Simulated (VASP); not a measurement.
# Vibrations of Te: a test of the settings, part 3 of 3

Aim: test the modes of Te against the numerical settings. The starting structure is a measured crystal structure from the Crystallography Open Database.

VASP 6.6.1.

Results so far: reference E (2) 126.6 cm⁻¹; a 5×5×3 mesh E (2) 124.2 cm⁻¹; a cutoff of 180 eV E (2) 126.9 cm⁻¹.

### Step 5. Modes with a 10×10×8 mesh

Level of this step: LDA; plane waves and PAW (Te) (VASP).

Against step 2 the input has a 10×10×8 mesh.

Input file INCAR:

```
SYSTEM = Te
PREC = Accurate
ENCUT = 450
EDIFF = 1E-08
NELM = 100
ISMEAR = 0
SIGMA = 0.03
LREAL = .FALSE.
ALGO = Normal
GGA = CA
NBANDS = 15
LORBIT = 11
LWAVE = .FALSE.
LCHARG = .FALSE.
KPAR = 4
IBRION = 8
LEPSILON = .TRUE.
LPEAD = .TRUE.
ISIF = 2
```

Input file POSCAR:

```
Te
1.0
    4.2762251308      0.0000000000      0.0000000000
   -2.1381125653      3.7033195955      0.0000000000
    0.0000000000      0.0000000000      5.9335485768
Te
3
Direct
    0.7126492623      0.7126492623      0.0000000000
    0.0000000000      0.2873507377      0.6666666667
    0.2873507377      0.0000000000      0.3333333333
```

Input file KPOINTS:

```
Automatic mesh
0
Gamma
10 10 8
0 0 0
```

Potentials, in the order of the species: Te (LDA family, release 64).

On the command line:

```sh
mpirun -np 4 vasp_std
```

The program printed:

```text
[... set-up lines as in an earlier step ...]
 entering main loop
       N       E                     dE             d eps       ncg     rms          rms(c)
DAV:   1     0.680659764082E+02    0.68066E+02   -0.60750E+03  2820   0.861E+02
DAV:   2    -0.689927515529E+01   -0.74965E+02   -0.71557E+02  3821   0.137E+02
DAV:   3    -0.113668956412E+02   -0.44676E+01   -0.44374E+01  3338   0.379E+01
DAV:   4    -0.114449758879E+02   -0.78080E-01   -0.78062E-01  4132   0.596E+00
[...]
DAV:  11    -0.114125168706E+02    0.41780E-06   -0.18697E-06  3632   0.840E-03    0.303E-03
DAV:  12    -0.114125168744E+02   -0.38063E-08   -0.29405E-07  3604   0.315E-03    0.147E-03
DAV:  13    -0.114125168787E+02   -0.42734E-08   -0.19587E-08  2810   0.869E-04
   1 F= -.11412517E+02 E0= -.11412517E+02  d E =-.183256E-11
 Linear response reoptimize wavefunctions to high precision
DAV:   1    -0.114125168792E+02   -0.45441E-09   -0.24680E-09  2942   0.343E-04
DAV:   2    -0.114125168792E+02   -0.62983E-10   -0.22575E-10  2047   0.111E-04
 Linear response to external field (no local field effect), progress :
[...]
RMM:  11    -0.460949862262E-01   -0.84846E-08   -0.10401E-08 21411   0.136E-05    0.881E-06
 first order change of Fermi-energy   0.16531E+00
 force on displaced ion       1 direction 1 :  -2.367  -0.078  -0.300
 Born effective charge ion    1 direction 1 :  -1.979   3.369   4.625
 Linear response progress:
  Degree of freedom:   2/  2
       N       E                     dE             d eps       ncg     rms          rms(c)
RMM:   1    -0.589800667191E-01   -0.58980E-01    0.42328E-02 29533   0.108E+00
RMM:   2    -0.559805292163E-01    0.29995E-02   -0.29823E-03 19195   0.307E-01    0.253E-01
RMM:   3    -0.557097090011E-01    0.27082E-03   -0.54490E-04 19959   0.980E-02    0.172E-01
RMM:   4    -0.556661032112E-01    0.43606E-04   -0.16761E-05 20221   0.254E-02    0.869E-02
[...]
RMM:   9    -0.556580757558E-01   -0.10711E-06   -0.63432E-09 21367   0.950E-05    0.564E-05
RMM:  10    -0.556581485893E-01   -0.72833E-07   -0.29133E-08 21672   0.348E-05    0.156E-05
RMM:  11    -0.556581528810E-01   -0.42917E-08    0.10791E-08 21989   0.148E-05    0.256E-06
 first order change of Fermi-energy  -0.15758E-04
 force on displaced ion       1 direction 3 :  -0.299   0.175  -4.894
 Born effective charge ion    1 direction 3 :   4.213  -2.401  -0.006
 Born effective charges drift removed
 Linear response finished
```

Wall time 13 min (4 MPI ranks of AMD EPYC 7R43, shared host); peak memory 4.2 GiB.

From OUTCAR (step 5):

```text
  Total        0.0008355      0.0008355     -0.0121039      0.0000000      0.0000000     -0.0000000
  in kB        0.0142458      0.0142458     -0.2063805      0.0000000      0.0000000     -0.0000000
  external PRESSURE =      -0.0592963 kB  Pullay stress =       0.0000000 kB

 POSITION                                       TOTAL-FORCE (eV/Angst)
 -----------------------------------------------------------------------------------
      1.52372      2.63917      0.00000        -0.001946     -0.003370      0.000000
     -0.61439      1.06415      3.95570        -0.001946      0.003370      0.000000
      1.22878      0.00000      1.97785         0.003891      0.000000     -0.000000
 -----------------------------------------------------------------------------------
    total drift:                               -0.000000     -0.000000      0.000000

 MACROSCOPIC STATIC DIELECTRIC TENSOR (including local field effects in DFT)
 ------------------------------------------------------
          99.912419     0.000000     0.000000
           0.000000    99.912419     0.000000
           0.000000     0.000000   135.292537
 ------------------------------------------------------

 MACROSCOPIC STATIC DIELECTRIC TENSOR IONIC CONTRIBUTION
 ------------------------------------------------------
          43.061834     0.000000    -0.000000
           0.000000    43.061834    -0.000000
          -0.000000    -0.000000    43.790552
 ------------------------------------------------------

[... 1 part as in an earlier step ...]

[... 1 further part left out ...]
```

With a 10×10×8 mesh the modes are E (2) 126.1, A1 95.9, A2 89.7, E (1) 80.8 cm⁻¹; the largest shift is +0.6 cm⁻¹, in A2, from the reference.

### Step 6. Modes with finite displacements

Against step 2 the input has IBRION = 6, NFREE = 2, POTIM = 0.015, no LEPSILON and no LPEAD (also changed: NSW).

Changes to INCAR since step 5:

```diff
@@ -15,5 +15,6 @@
 KPAR = 4
-IBRION = 8
-LEPSILON = .TRUE.
-LPEAD = .TRUE.
+IBRION = 6
+NFREE = 2
+POTIM = 0.015
+NSW = 1
 ISIF = 2
```

POSCAR is that of step 5.

Input file KPOINTS:

```
Automatic mesh
0
Gamma
8 8 6
0 0 0
```

On the command line:

```sh
mpirun -np 4 vasp_std
```

The program printed:

```text
[... set-up lines as in an earlier step ...]
 entering main loop
       N       E                     dE             d eps       ncg     rms          rms(c)
[... 13 cycles as in an earlier step ...]
   1 F= -.11412105E+02 E0= -.11412105E+02  d E =-.105105E-10
[...]
2 F= -.11411831E+02 E0= -.11411831E+02  d E =-.432108E-12
[...]
3 F= -.11411848E+02 E0= -.11411848E+02  d E =-.293328E-11
[...]
4 F= -.11411553E+02 E0= -.11411553E+02  d E =-.114647E-11
[...]
5 F= -.11411553E+02 E0= -.11411553E+02  d E =-.114619E-11
 Finite differences progress:
  Degree of freedom:   2/  2
  Displacement:        2/  2
  Total:               4/  4
```

Elapsed: 3.4 min, on 4 MPI ranks; peak memory 1.5 GiB; 13 min of CPU time.

Parts of OUTCAR (step 6):

```text
  Total       -0.0198059      0.0294894      0.0043421     -0.0138992     -0.0580658     -0.0332190
  in kB       -0.3377055      0.5028166      0.0740361     -0.2369923     -0.9900675     -0.5664098
  external PRESSURE =       0.0797158 kB  Pullay stress =       0.0000000 kB

 POSITION                                       TOTAL-FORCE (eV/Angst)
 -----------------------------------------------------------------------------------
      1.52372      2.63917     -0.01500         0.003921     -0.003998      0.073687
     -0.61439      1.06415      3.95570        -0.000367      0.006483     -0.037837
      1.22878      0.00000      1.97785        -0.003555     -0.002485     -0.035851
 -----------------------------------------------------------------------------------
    total drift:                               -0.000012     -0.000013      0.000068

  FREE ENERGIE OF THE ION-ELECTRON SYSTEM (eV)
  ---------------------------------------------------
  free  energy   TOTEN  =       -11.4115526938 eV

  energy  without entropy=      -11.4115526938  energy(sigma->0) =      -11.41155269

[... 2 parts as in an earlier step ...]

[... 1 further part left out ...]
[key lines of the parts left out:]
E-fermi :   6.9238
```

The last energy, forces and stress in OUTCAR belong to the last displaced cell, not to that of POSCAR.

With finite displacements the modes are E (2) 126.5, A1 96.5, A2 89.1, E (1) 80.9 cm⁻¹; the largest shift is -0.1 cm⁻¹, in E (2), from the reference.

### Step 7. Comparison

| run | E (2) | A1 | A2 | E (1) | method | core minutes |
| --- | --- | --- | --- | --- | --- | --- |
| reference | 126.6 | 96.4 | 89.1 | 81.0 | perturbation theory | 26.3 |
| a 5×5×3 mesh | 124.2 | 98.2 | 87.2 | 81.7 | perturbation theory | 7.07 |
| a cutoff of 180 eV | 126.9 | 97.1 | 89.4 | 81.4 | perturbation theory | 9.27 |
| a 10×10×8 mesh | 126.1 | 95.9 | 89.7 | 80.8 | perturbation theory | 50.5 |
| finite displacements | 126.5 | 96.5 | 89.1 | 80.9 | finite displacements | 13.5 |

Modes are in cm⁻¹, degenerate ones as one, matched between runs by symmetry and order. A number in brackets counts the listed modes of one symmetry from the lowest. The symmetry labels come from an automatic analysis and can be wrong where levels nearly coincide. Core minutes are wall time times ranks of the run shown, on a shared host.

### Step 8. Summary of results

| Quantity | Value |
| --- | --- |
| E (2), reference | 126.6 cm⁻¹ |
| E (1), reference | 81.0 cm⁻¹ |
| E (2), a 5×5×3 mesh | 124.2 cm⁻¹ |
| E (1), a 5×5×3 mesh | 81.7 cm⁻¹ |
| E (2), a cutoff of 180 eV | 126.9 cm⁻¹ |
| E (1), a cutoff of 180 eV | 81.4 cm⁻¹ |
| E (2), a 10×10×8 mesh | 126.1 cm⁻¹ |
| E (1), a 10×10×8 mesh | 80.8 cm⁻¹ |
| E (2), finite displacements | 126.5 cm⁻¹ |
| E (1), finite displacements | 80.9 cm⁻¹ |

**Reading.** The largest change comes with a 5×5×3 mesh: -2.4 cm⁻¹ in E (2). On finer settings the modes change by up to +0.6 cm⁻¹ in A2 with a 10×10×8 mesh. Other changes move the modes by more: -2.4 cm⁻¹ in E (2) with a 5×5×3 mesh. The dielectric constants and Born charges in the logs aren't compared here; at a small gap they can be far off, and in a run without a gap they mean nothing. Further runs on this material are not shown.

[Lines on the potential files, build, host, timing and source positions are cut from VASP's logs without a mark.]

[Logs are printed without paths, hosts, clocks, repeated set-up lines and the standing remarks that a program may print on its own settings, such as how far it seeks lower states.]

[Hosts, paths, dates, database ids (printed as entryN), source tags and the programs' standing remarks are cut or masked in the printed files.]
